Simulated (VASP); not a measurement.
Energy against volume of MgO (rock salt). Level of theory: TPSS meta-GGA, VASP's PBE PAW potentials (set 64) (plane waves; VASP). Settings: 520 eV cut-off, 11×11×11 Γ-centred mesh, Gaussian smearing of 0.050 eV, potentials Mg O.

```csv
V (Å³/atom),E (eV/atom)
8.889,-9.05743
9.173,-9.07210
9.456,-9.07695
9.740,-9.07338
```

**Question.** Fit these four points and predict the energy of the run at 10.024 Å³/atom.

**Answer.** A cubic in V^(−2/3), the third-order Birch-Murnaghan form, passes through the four points with V0 = 9.47 Å³/atom and B0 = 157 GPa, and gives -9.0625 eV/atom there. The run gave -9.0626 eV/atom, -0.1 meV/atom from the fit; all five points give B0 = 157 GPa.

The compound is MgO in the rock salt structure. It was relaxed first.
